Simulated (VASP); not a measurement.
Output of a VASP run:

### OSZICAR
```
       N       E                     dE             d eps       ncg     rms          rms(c)
DAV:   1    -0.402187296214E+03   -0.40219E+03   -0.12433E+01   320   0.803E+00    0.191E+01
DAV:   2    -0.402277294946E+03   -0.89999E-01   -0.29014E-01   352   0.119E+00    0.125E+01
DAV:   3    -0.402264089217E+03    0.13206E-01   -0.11130E-02   368   0.204E-01    0.743E+00
DAV:   4    -0.402258004223E+03    0.60850E-02   -0.20064E-03   344   0.921E-02    0.429E+00
DAV:   5    -0.402255888643E+03    0.21156E-02   -0.65623E-04   352   0.523E-02    0.245E+00
DAV:   6    -0.402255167888E+03    0.72075E-03   -0.20560E-04   344   0.301E-02    0.140E+00
DAV:   7    -0.402254932487E+03    0.23540E-03   -0.77060E-05   336   0.185E-02    0.795E-01
DAV:   8    -0.402254858127E+03    0.74360E-04   -0.25811E-05   200   0.109E-02    0.457E-01
DAV:   9    -0.402254837281E+03    0.20846E-04   -0.12095E-05   184   0.768E-03    0.257E-01
DAV:  10    -0.402254833294E+03    0.39874E-05   -0.41781E-06   176   0.460E-03
   1 F= -.40225483E+03 E0= -.40225483E+03  d E =-.179401E-07
```

### OUTCAR
```
------------------------ aborting loop because EDIFF is reached ----------------------------------------
  volume of cell :     1308.29
      direct lattice vectors                 reciprocal lattice vectors
    10.937074700  0.000000000  0.000000000     0.091432127  0.000000000  0.000000000
     0.000000000 10.937074700  0.000000000     0.000000000  0.091432127  0.000000000
     0.000000000  0.000000000 10.937074700     0.000000000  0.000000000  0.091432127
 POSITION                                       TOTAL-FORCE (eV/Angst)
 -----------------------------------------------------------------------------------
      5.47462      0.00584     10.92652         0.007782      0.013794     -0.009120
      6.82013      1.37807      1.39422        -0.001176     -0.016349      0.015438
      8.20609      2.74331     10.93126         0.013891      0.012036     -0.018542
      9.54237      4.10022      1.39247        -0.006149     -0.033602      0.011354
      8.20437      0.00500      2.73083         0.019920      0.016819     -0.019328
      9.53836      1.37969      4.11595        -0.009773     -0.019772     -0.003542
      0.00662      0.00655     10.92952         0.015760      0.011758     -0.015591
      1.36054      1.35922      1.37430        -0.005856     -0.008183      0.004881
      2.74427      2.74298     10.92519         0.002903      0.010848     -0.016480
      4.09253      4.09225      1.38281        -0.012464     -0.015018      0.016546
      5.47578      5.47391     10.92815         0.008045      0.022706     -0.014669
      6.82498      6.82407      1.38923        -0.023852     -0.028922      0.011461
      8.20548      8.20363     10.92997         0.013362      0.024426     -0.012077
      9.56259      9.56138      1.37377        -0.025634     -0.019459      0.022127
      2.74339      0.00087      2.72842         0.016715      0.017542     -0.018153
      4.09275      1.36744      4.10694        -0.015051     -0.020407      0.016953
      5.48666      2.78936      2.77433        -0.003901      0.005595     -0.025799
      6.66573      4.24277      4.26553         0.037935     -0.069750     -0.026763
      8.15998      5.45496      2.77523         0.032702      0.038251     -0.030999
      9.54729      6.82323      4.11053        -0.015952     -0.026662      0.021674
      5.47568      0.00670      5.46046         0.012597      0.015134     -0.011202
      6.82888      1.36823      6.84335        -0.019045     -0.021625      0.009776
      8.15816      2.79159      5.44803         0.030963      0.001893      0.000063
      9.55179      4.09244      6.84229        -0.018137     -0.017817      0.009694
      8.20799      0.00151      8.19180         0.016453      0.018565     -0.010635
      9.56214      1.35970      9.57537        -0.007151     -0.014400      0.005921
      0.00571      5.47394     10.92641         0.011389      0.011672     -0.007817
      1.37898      6.81990      1.39232        -0.014105     -0.006840      0.022914
      2.74530      8.20345     10.92856         0.009404      0.024515     -0.012034
      4.10097      9.54082      1.39060        -0.032397     -0.013639      0.008946
      0.00366      2.74267      2.72984         0.011029      0.012394     -0.019225
      1.36950      4.09241      4.10820        -0.018571     -0.017638      0.012278
      2.78943      5.48673      2.77398         0.002755     -0.007293     -0.034906
      4.24139      6.66856      4.26253        -0.052414      0.020915     -0.006232
      5.45671      8.16010      2.77418         0.032293      0.034505     -0.031610
      6.82435      9.54646      4.11091        -0.022316     -0.018790      0.022573
      0.00575      0.00747      5.46145         0.018666      0.008871     -0.011861
      1.38152      1.37919      6.83376        -0.013817     -0.016987      0.016766
      2.79038      2.78807      5.47074         0.006602      0.007095     -0.038897
      4.25137      4.24568      6.68296        -0.072065     -0.054339      0.069186
      6.67006      6.66706      6.68756         0.015713      0.026974      0.072307
      8.16135      8.15970      5.47730         0.032949      0.033942     -0.031167
      9.54412      9.54021      6.83498        -0.008897     -0.013666      0.024296
      2.74601      0.00623      8.19020         0.004987      0.025878     -0.009342
      4.10254      1.38019      9.55335        -0.024585     -0.021920      0.012898
      5.46473      2.78931      8.14427         0.034191      0.003537     -0.008331
      6.82760      4.09317      9.56518        -0.013491     -0.019168      0.016439
      8.15888      5.48717      8.14187         0.039588     -0.002523      0.010122
      9.53939      6.82053      9.55453        -0.012166     -0.011579      0.016383
      0.00610      8.20328      2.72995         0.014677      0.022852     -0.013652
      1.37754      9.53996      4.11575        -0.013197     -0.018535     -0.002553
      0.00761      5.47401      5.46063         0.015520      0.021730     -0.011192
      1.37264      6.82502      6.84284        -0.028132     -0.017009      0.006086
      2.79096      8.15867      5.44561         0.001603      0.033581      0.015681
      4.09478      9.54879      6.84143        -0.016120     -0.015204      0.007493
      0.00953      2.74286      8.19041         0.016084      0.016071     -0.005595
      1.38009      4.10167      9.55445        -0.011117     -0.032659      0.009494
      2.79267      5.45845      8.14327         0.008332      0.047757     -0.007507
      4.09469      6.82459      9.56261        -0.014158     -0.018121      0.021331
      5.49105      8.15709      8.14171        -0.013354      0.031764      0.004790
      6.82135      9.53854      9.55589        -0.004970     -0.014480      0.013208
      0.00635      8.20406      8.19168         0.010891      0.022142     -0.015068
...
```
(Selected blocks of OUTCAR.)

### POSCAR
```
BSi63
1
   10.9370747004     0.0000000000     0.0000000000
    0.0000000000    10.9370747004     0.0000000000
    0.0000000000     0.0000000000    10.9370747004
Si B
63 1
Direct
  0.5005561258   0.0005344086   0.9990350170
  0.6235788214   0.1260001657   0.1274767640
  0.7503002398   0.2508264089   0.9994680379
  0.8724795339   0.3748914737   0.1273165590
  0.7501428874   0.0004568908   0.2496860054
  0.8721126644   0.1261479138   0.3763302509
  0.0006054319   0.0005984973   0.9993094129
  0.1243972250   0.1242764605   0.1256555053
  0.2509148347   0.2507964445   0.9989137706
  0.3741886413   0.3741631003   0.1264329687
  0.5006621117   0.5004913206   0.9991842090
  0.6240226974   0.6239392393   0.1270200988
  0.7502447018   0.7500752192   0.9993503012
  0.8743279040   0.8742171896   0.1256065033
  0.2508343957   0.0000798066   0.2494653440
  0.3742089202   0.1250279304   0.3755064013
  0.5016574379   0.2550366914   0.2536625609
  0.6094616343   0.3879250297   0.3900062474
  0.7460845207   0.4987585188   0.2537453567
  0.8729290533   0.6238628124   0.3758344622
  0.5006534885   0.0006128287   0.4992614498
  0.6243791955   0.1251006237   0.6257021249
  0.7459183485   0.2552406854   0.4981246415
  0.8733408999   0.3741805525   0.6256052269
  0.7504735374   0.0001380991   0.7489935105
  0.8742870839   0.1243205856   0.8754960589
  0.0005224016   0.5004942719   0.9990248602
  0.1260830337   0.6235582563   0.1273023776
  0.2510088148   0.7500592786   0.9992216682
  0.3749604591   0.8723379046   0.1271454356
  0.0003345630   0.2507681694   0.2495948501
  0.1252162641   0.3741774886   0.3756218139
  0.2550431589   0.5016635865   0.2536313209
  0.3877993469   0.6097202789   0.3897319603
  0.4989182293   0.7460950074   0.2536488801
  0.6239647218   0.8728534649   0.3758694314
  0.0005253121   0.0006828154   0.4993521252
  0.1263154106   0.1261025257   0.6248254229
  0.2551303097   0.2549190389   0.5002010880
  0.3887121100   0.3881912664   0.6110373828
  0.6098580342   0.6095839316   0.6114577019
  0.7462097650   0.7460585656   0.5008016292
  0.8726391269   0.8722813817   0.6249368113
  0.2510738842   0.0005692206   0.7488477947
  0.3751042630   0.1261937477   0.8734833564
  0.4996522073   0.2550326179   0.7446483667
  0.6242623693   0.3742472091   0.8745645327
  0.7459833012   0.5017037456   0.7444285636
  0.8722071023   0.6236153000   0.8735905701
  0.0005581380   0.7500432280   0.2496049838
  0.1259511709   0.8722586576   0.3763115418
  0.0006957060   0.5005000424   0.4992772653
  0.1255035811   0.6240259241   0.6256549973
  0.2551834164   0.7459644036   0.4979039758
  0.3743940837   0.8730665503   0.6255267724
  0.0008714450   0.2507852876   0.7488669390
  0.1261842788   0.3750240895   0.8735835311
  0.2553398886   0.4990774750   0.7445562880
  0.3743864496   0.6239863697   0.8743301894
  0.5020586252   0.7458200588   0.7444135912
  0.6236901480   0.8721286794   0.8737155944
  0.0005809809   0.7501148846   0.7489827603
  0.1243721858   0.8742442351   0.8755408464
  0.5011993769   0.5013741444   0.4981889908
```

### Question
Write an INCAR and KPOINTS that could have produced this output.

### Answer
Several could match; the one computed here: the input of the run itself, HSE06 screened hybrid, plane waves, VASP's PBE PAW potentials (set 64).

### INCAR
```
! general
SYSTEM  =BSi63
PREC    =Normal
ENCUT   =400
LREAL   =Auto
LASPH   =.TRUE.
ISYM    =0
NELECT  =254.0

! electronic loop
EDIFF   =1E-5
NELM    =50
NELMIN  =4
ALGO    =Normal

! smearing
ISMEAR  =0
SIGMA   =0.05

! functional
GGA     =PE
LHFCALC =.TRUE.
AEXX    =0.25
HFSCREEN=0.2
PRECFOCK=Fast

! ions
ISIF    =0

! output
LWAVE   =.FALSE.
LCHARG  =.FALSE.
```

File KPOINTS:
```
Automatic mesh
0
Gamma
1 1 1
0 0 0
```

POTCAR, in this order: Si B (PBE.64 set). Program: vasp_gam. Read from the step before: WAVECAR.

The cell is charged, with a uniform compensating background. The supercell is sampled at Γ alone, which is coarse: total energies, pressure and levels can be off, energies of defects by several tenths of an eV.

The cell is a supercell with a defect, built from Si (diamond): B_Si, charge +1. The cell's shape comes from a PBE relaxation. The run is not spin-polarised, so no state with unpaired spins was tried.
